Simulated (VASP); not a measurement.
Computed with PBEsol GGA, VASP's PBE PAW potentials (set 64) (plane waves; VASP).

Input for VASP

### POSCAR
```
Cd2SeS
1
    4.2102019411     0.0000000000     0.0000000000
   -2.1051009705     3.6461417640    -0.0000000000
    0.0000000000    -0.0000000000     6.8743893128
Cd Se S
2 1 1
Direct
  0.0000000000   1.0000000000   0.4890174080
  0.3333330000   0.6666670000   0.0107607278
  0.3333330000   0.6666670000   0.6267749853
  0.0000000000   0.0000000000   0.1214468789
```

INCAR:
```
ALGO=Normal
EDIFF=1E-7
ENCUT=530
GGA=PS
IBRION=6
ISIF=3
ISMEAR=0
LASPH=.TRUE.
LCHARG=.FALSE.
LMAXMIX=4
LREAL=.FALSE.
LWAVE=.FALSE.
NELM=100
NFREE=2
NSW=1
POTIM=0.015
PREC=Accurate
SIGMA=0.05
SYSTEM=Cd2SeS
```

KPOINTS:
```
Automatic mesh
0
Gamma
6 6 3
0 0 0
```

POTCAR, in this order: Cd Se S (PBE.64 set). Program: vasp_std.

Output

File OSZICAR:
```
       N       E                     dE             d eps       ncg     rms          rms(c)
DAV:   1     0.241014520087E+03    0.24101E+03   -0.17552E+04   748   0.151E+03
DAV:   2    -0.377302053667E+00   -0.24139E+03   -0.23643E+03   828   0.355E+02
DAV:   3    -0.137034169530E+02   -0.13326E+02   -0.13253E+02   910   0.824E+01
DAV:   4    -0.138401844427E+02   -0.13677E+00   -0.13669E+00   838   0.820E+00
DAV:   5    -0.138419638835E+02   -0.17794E-02   -0.17793E-02   928   0.921E-01    0.102E+01
DAV:   6    -0.129915797007E+02    0.85038E+00   -0.20710E+00   980   0.161E+01    0.789E+00
DAV:   7    -0.129634065357E+02    0.28173E-01   -0.69034E-01   880   0.496E+00    0.336E+00
DAV:   8    -0.129568228654E+02    0.65837E-02   -0.10534E-01   978   0.360E+00    0.498E-01
DAV:   9    -0.129554261547E+02    0.13967E-02   -0.17990E-02   938   0.169E+00    0.127E-01
DAV:  10    -0.129554229717E+02    0.31830E-05   -0.14440E-03   846   0.391E-01    0.730E-02
DAV:  11    -0.129554767520E+02   -0.53780E-04   -0.12141E-04   918   0.941E-02    0.345E-02
DAV:  12    -0.129555102806E+02   -0.33529E-04   -0.47920E-05   824   0.615E-02    0.201E-02
DAV:  13    -0.129555130993E+02   -0.28187E-05   -0.82199E-06   898   0.238E-02    0.667E-03
DAV:  14    -0.129555134739E+02   -0.37463E-06   -0.19471E-06   912   0.928E-03    0.220E-03
DAV:  15    -0.129555135800E+02   -0.10609E-06   -0.46138E-07   894   0.561E-03    0.164E-03
DAV:  16    -0.129555136084E+02   -0.28453E-07   -0.66156E-08   570   0.286E-03
   1 F= -.12955514E+02 E0= -.12955514E+02  d E =-.386241E-12
 Found     8 degrees of freedom:
 Adding 6 more for cell shape distortion
```

OUTCAR:
```
------------------------ aborting loop because EDIFF is reached ----------------------------------------
  FORCE on cell =-STRESS in cart. coord.  units (eV):
  Direction    XX          YY          ZZ          XY          YZ          ZX
  --------------------------------------------------------------------------------------
  Total        0.2506612      0.2506612      0.2004276      0.0000000     -0.0000000      0.0000000
  in kB        3.8056354      3.8056352      3.0429695      0.0000000     -0.0000000      0.0000000
  external PRESSURE =       3.5514134 kB  Pullay stress =       0.0000000 kB
  volume of cell :      105.53
      direct lattice vectors                 reciprocal lattice vectors
     4.210201941  0.000000000  0.000000000     0.237518298  0.137131256  0.000000000
    -2.105100971  3.646141764  0.000000000     0.000000000  0.274262512  0.000000000
     0.000000000  0.000000000  6.874389313     0.000000000  0.000000000  0.145467467
 POSITION                                       TOTAL-FORCE (eV/Angst)
 -----------------------------------------------------------------------------------
      0.00000      0.00000      3.36170        -0.000000      0.000000     -0.018009
     -0.00000      2.43076      0.07397        -0.000000      0.000000     -0.002298
     -0.00000      2.43076      4.30870         0.000000      0.000000      0.010826
      0.00000      0.00000      0.83487        -0.000000     -0.000000      0.009482
 -----------------------------------------------------------------------------------
    total drift:                                0.001483     -0.000856      0.001315
  FREE ENERGIE OF THE ION-ELECTRON SYSTEM (eV)
  ---------------------------------------------------
  free  energy   TOTEN  =       -12.9555136084 eV

  energy  without entropy=      -12.9555136084  energy(sigma->0) =      -12.95551361
```
(Selected blocks of OUTCAR.)

### stdout
```
...
DAV:   1     0.241014520087E+03    0.24101E+03   -0.17552E+04   748   0.151E+03
DAV:   2    -0.377302053667E+00   -0.24139E+03   -0.23643E+03   828   0.355E+02
DAV:   3    -0.137034169530E+02   -0.13326E+02   -0.13253E+02   910   0.824E+01
DAV:   4    -0.138401844427E+02   -0.13677E+00   -0.13669E+00   838   0.820E+00
DAV:   5    -0.138419638835E+02   -0.17794E-02   -0.17793E-02   928   0.921E-01    0.102E+01
DAV:   6    -0.129915797007E+02    0.85038E+00   -0.20710E+00   980   0.161E+01    0.789E+00
DAV:   7    -0.129634065357E+02    0.28173E-01   -0.69034E-01   880   0.496E+00    0.336E+00
DAV:   8    -0.129568228654E+02    0.65837E-02   -0.10534E-01   978   0.360E+00    0.498E-01
DAV:   9    -0.129554261547E+02    0.13967E-02   -0.17990E-02   938   0.169E+00    0.127E-01
DAV:  10    -0.129554229717E+02    0.31830E-05   -0.14440E-03   846   0.391E-01    0.730E-02
DAV:  11    -0.129554767520E+02   -0.53780E-04   -0.12141E-04   918   0.941E-02    0.345E-02
DAV:  12    -0.129555102806E+02   -0.33529E-04   -0.47920E-05   824   0.615E-02    0.201E-02
DAV:  13    -0.129555130993E+02   -0.28187E-05   -0.82199E-06   898   0.238E-02    0.667E-03
DAV:  14    -0.129555134739E+02   -0.37463E-06   -0.19471E-06   912   0.928E-03    0.220E-03
DAV:  15    -0.129555135800E+02   -0.10609E-06   -0.46138E-07   894   0.561E-03    0.164E-03
DAV:  16    -0.129555136084E+02   -0.28453E-07   -0.66156E-08   570   0.286E-03
   1 F= -.12955514E+02 E0= -.12955514E+02  d E =-.386241E-12
 Found     8 degrees of freedom:
 Adding 6 more for cell shape distortion
 Finite differences POTIM= 0.01500 DOF=  14

 -----------------------------------------------------------------------------
|                                                                             |
|     EEEEEEE  RRRRRR   RRRRRR   OOOOOOO  RRRRRR      ###     ###     ###     |
|     E        R     R  R     R  O     O  R     R     ###     ###     ###     |
|     E        R     R  R     R  O     O  R     R     ###     ###     ###     |
|     EEEEE    RRRRRR   RRRRRR   O     O  RRRRRR       #       #       #      |
|     E        R   R    R   R    O     O  R   R                               |
|     E        R    R   R    R   O     O  R    R      ###     ###     ###     |
|     EEEEEEE  R     R  R     R  OOOOOOO  R     R     ###     ###     ###     |
|                                                                             |
|     RE_READ_KPOINTS: the new IBZ does not contain all k-points of the       |
|     original IBZ.                                                           |
|                                                                             |
|     ... try setting KBLOWUP=.FALSE.                                         |
|     ... as a last resort: switch off symmetry                               |
|                                                                             |
|       ---->  I REFUSE TO CONTINUE WITH THIS SICK JOB ... BYE!!! <----       |
|                                                                             |
 -----------------------------------------------------------------------------
```

VASP stops with an error: RE_READ_KPOINTS: the new IBZ does not contain all k-points of the original IBZ. ... try setting KBLOWUP=.FALSE. ... as a last resort: switch off symmetry ----> I REFUSE TO CONTINUE WITH THIS SICK JOB ... BYE!!! <----

The structure comes from a computed database's Cd2SeS entry (P3m1); how it stands against other phases isn't given here. It was relaxed first, which changed the volume by -6 %.
